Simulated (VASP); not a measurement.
Level of theory: TPSS meta-GGA, VASP's PBE PAW potentials (set 64) (plane waves; VASP).

A VASP calculation is set up with these files.

File POSCAR:
```
SrTiO3
3.9276460
  0.9999999476   0.0000000000   0.0000000000
  0.0000000000   0.9999999476   0.0000000000
  0.0000000000   0.0000000000   0.9999999476
Sr Ti O
1 1 3
Direct
  0.0000000000   0.0000000000   0.0000000000
  0.5000000000   0.5000000000   0.5000000000
  0.5000000000   0.0000000000   0.5000000000
  0.0000000000   0.5000000000   0.5000000000
  0.5000000000   0.5000000000   0.0000000000
```

KPOINTS:
```
Automatic mesh
0
Gamma
6 6 6
0 0 0
```

INCAR:
```
# general
SYSTEM  = SrTiO3
PREC    = Accurate
ENCUT   = 520
LREAL   = .FALSE.
LASPH   = .TRUE.

# electronic loop
EDIFF   = 1E-7
NELM    = 100
ALGO    = Normal
LMAXMIX = 4
LMIXTAU = .TRUE.

# smearing
ISMEAR  = -5

# functional
METAGGA = TPSS

# ions
ISIF    = 2

# output
LWAVE   = .FALSE.
LCHARG  = .FALSE.
LORBIT  = 11
NEDOS   = 601

# other
LEFG    = .TRUE.
```

### KPOINTS_OPT
```
k-points along high-symmetry lines
10
Line-mode
Reciprocal
  0.000000   0.000000   0.000000 ! GAMMA
  0.000000   0.500000   0.000000 ! X

  0.000000   0.500000   0.000000 ! X
  0.500000   0.500000   0.000000 ! M

  0.500000   0.500000   0.000000 ! M
  0.000000   0.000000   0.000000 ! GAMMA

  0.000000   0.000000   0.000000 ! GAMMA
  0.500000   0.500000   0.500000 ! R

  0.500000   0.500000   0.500000 ! R
  0.000000   0.500000   0.000000 ! X

  0.500000   0.500000   0.500000 ! R
  0.500000   0.500000   0.000000 ! M
```

POTCAR, in this order: Sr_sv Ti_sv O (PBE.64 set). Program: vasp_std.

The run wrote:

OSZICAR:
```
       N       E                     dE             d eps       ncg     rms          rms(c)
DAV:   1     0.453575498780E+03    0.45358E+03   -0.22234E+04   960   0.191E+03
DAV:   2     0.226137610807E+02   -0.43096E+03   -0.42573E+03  1040   0.510E+02
DAV:   3    -0.304584031865E+02   -0.53072E+02   -0.52237E+02  1608   0.156E+02
DAV:   4    -0.329968434126E+02   -0.25384E+01   -0.25358E+01  1240   0.315E+01
DAV:   5    -0.330899226810E+02   -0.93079E-01   -0.93077E-01  1456   0.470E+00    0.905E+01
DAV:   6    -0.680673341742E+02   -0.34977E+02   -0.27141E+02  1296   0.159E+02    0.323E+01
DAV:   7    -0.628011423788E+02    0.52662E+01   -0.26198E+01  1448   0.493E+01    0.149E+01
DAV:   8    -0.627981874882E+02    0.29549E-02   -0.23224E+00  1176   0.108E+01    0.879E+00
DAV:   9    -0.628235150458E+02   -0.25328E-01   -0.46762E-01  1288   0.476E+00    0.502E+00
DAV:  10    -0.625399317857E+02    0.28358E+00   -0.34628E-01  1176   0.490E+00    0.240E+00
DAV:  11    -0.627917529436E+02   -0.25182E+00   -0.91801E-01  1056   0.715E+00    0.871E-01
DAV:  12    -0.628047807432E+02   -0.13028E-01   -0.25119E-02  1304   0.136E+00    0.809E-01
DAV:  13    -0.628281598516E+02   -0.23379E-01   -0.27997E-02  1016   0.103E+00    0.394E-01
DAV:  14    -0.628420030598E+02   -0.13843E-01   -0.13968E-02  1312   0.749E-01    0.212E-01
DAV:  15    -0.628426643350E+02   -0.66128E-03   -0.46624E-04  1312   0.174E-01    0.192E-01
DAV:  16    -0.628433604711E+02   -0.69614E-03   -0.49771E-04  1000   0.171E-01    0.932E-02
DAV:  17    -0.628437087011E+02   -0.34823E-03   -0.70220E-04  1376   0.255E-01    0.816E-02
DAV:  18    -0.628437207780E+02   -0.12077E-04   -0.76717E-05  1128   0.957E-02    0.311E-02
DAV:  19    -0.628437155214E+02    0.52567E-05   -0.30529E-05  1448   0.446E-02    0.324E-02
DAV:  20    -0.628437277934E+02   -0.12272E-04   -0.34725E-05  1240   0.422E-02    0.385E-02
DAV:  21    -0.628437289035E+02   -0.11101E-05   -0.47191E-06  1224   0.194E-02    0.269E-02
DAV:  22    -0.628437285753E+02    0.32816E-06   -0.16262E-06  1584   0.111E-02    0.171E-02
DAV:  23    -0.628437289176E+02   -0.34227E-06   -0.31756E-07   792   0.576E-03    0.134E-02
DAV:  24    -0.628437289608E+02   -0.43256E-07   -0.21236E-07   728   0.376E-03
   1 F= -.62843729E+02 E0= -.62843729E+02  d E =0.000000E+00
       N       E                     dE             ncg
       N       E                     dE             ncg
       N       E                     dE             ncg
```

OUTCAR:
```
------------------------ aborting loop because EDIFF is reached ----------------------------------------
  FORCE on cell =-STRESS in cart. coord.  units (eV):
  Direction    XX          YY          ZZ          XY          YZ          ZX
  --------------------------------------------------------------------------------------
  Total        0.0219184      0.0219184      0.0219184      0.0000000     -0.0000000      0.0000000
  in kB        0.5795929      0.5795929      0.5795929      0.0000000     -0.0000000      0.0000000
  external PRESSURE =       0.5795929 kB  Pullay stress =       0.0000000 kB
  volume of cell :       60.59
      direct lattice vectors                 reciprocal lattice vectors
     3.927645794  0.000000000  0.000000000     0.254605444  0.000000000  0.000000000
     0.000000000  3.927645794  0.000000000     0.000000000  0.254605444  0.000000000
     0.000000000  0.000000000  3.927645794     0.000000000  0.000000000  0.254605444
 POSITION                                       TOTAL-FORCE (eV/Angst)
 -----------------------------------------------------------------------------------
      0.00000      0.00000      0.00000         0.000000      0.000000      0.000000
      1.96382      1.96382      1.96382         0.000000      0.000000      0.000000
      1.96382      0.00000      1.96382         0.000000      0.000000      0.000000
      0.00000      1.96382      1.96382         0.000000      0.000000      0.000000
      1.96382      1.96382      0.00000         0.000000      0.000000      0.000000
 -----------------------------------------------------------------------------------
    total drift:                                0.000000      0.000000     -0.000000
  FREE ENERGIE OF THE ION-ELECTRON SYSTEM (eV)
  ---------------------------------------------------
  free  energy   TOTEN  =       -62.8437289608 eV

  energy  without entropy=      -62.8437289608  energy(sigma->0) =      -62.84372896

 total charge

# of ion       s       p       d       tot
------------------------------------------
    1        1.999   5.832   0.190   8.021
    2        2.213   6.303   1.713  10.229
    3        1.546   3.475   0.000   5.021
    4        1.546   3.475   0.000   5.021
    5        1.546   3.475   0.000   5.021
--------------------------------------------------
tot          8.851  22.559   1.903  33.313

 Electric field gradients after diagonalization (V/A^2)
 (convention: |V_zz| > |V_xx| > |V_yy|)
----------------------------------------------------------------------
 ion       V_xx      V_yy      V_zz     asymmetry (V_yy - V_xx)/ V_zz
----------------------------------------------------------------------
   1      -0.000    -0.000     0.000       0.276
   2       0.000    -0.000     0.000      -0.310
   3      -4.373    -4.373     8.745       0.000
   4      -4.373    -4.373     8.745       0.000
   5      -4.373    -4.373     8.745       0.000
```
(Selected blocks of OUTCAR.)

### OUTCAR
```
 val. band max:        3.8821799587   @ k =   0.5000   0.5000   0.5000

 cond. band min:       5.7936632719   @ k =   0.0000   0.0000   0.0000


 Fermi energy:         3.9617647068

 k-point     1 :       0.0000    0.0000    0.0000
  band No.  band energies     occupation
      1     -53.5930      2.00000
      2     -29.3557      2.00000
      3     -29.3557      2.00000
      4     -29.3557      2.00000
      5     -29.2855      2.00000
      6     -14.0215      2.00000
      7     -13.0617      2.00000
      8     -13.0617      2.00000
      9     -11.0494      2.00000
     10     -11.0494      2.00000
     11     -11.0494      2.00000
     12       0.9918      2.00000
     13       0.9918      2.00000
     14       0.9918      2.00000
     15       2.7130      2.00000
     16       2.7130      2.00000
     17       2.7130      2.00000
     18       3.4953      2.00000
     19       3.4953      2.00000
     20       3.4953      2.00000
     21       5.7937      0.00000
     22       5.7937      0.00000
     23       5.7937      0.00000
     24       8.1712      0.00000

 k-point     2 :       0.1667    0.0000    0.0000
  band No.  band energies     occupation
      1     -53.5927      2.00000
      2     -29.3971      2.00000
      3     -29.3549      2.00000
      4     -29.3549      2.00000
      5     -29.2557      2.00000
      6     -14.0234      2.00000
      7     -13.0525      2.00000
      8     -13.0515      2.00000
      9     -11.0382      2.00000
     10     -11.0382      2.00000
     11     -10.9063      2.00000
     12       0.6555      2.00000
     13       0.9799      2.00000
     14       0.9799      2.00000
     15       2.3789      2.00000
     16       2.3789      2.00000
     17       2.4834      2.00000
     18       2.7485      2.00000
     19       3.3484      2.00000
     20       3.3484      2.00000
     21       5.8337      0.00000
     22       6.3556      0.00000
     23       6.3556      0.00000
     24       8.1748      0.00000
...
```

The compound is SrTiO3 in the cubic perovskite structure, the ideal cubic form; the compound distorts at low or room temperature. It was relaxed first.
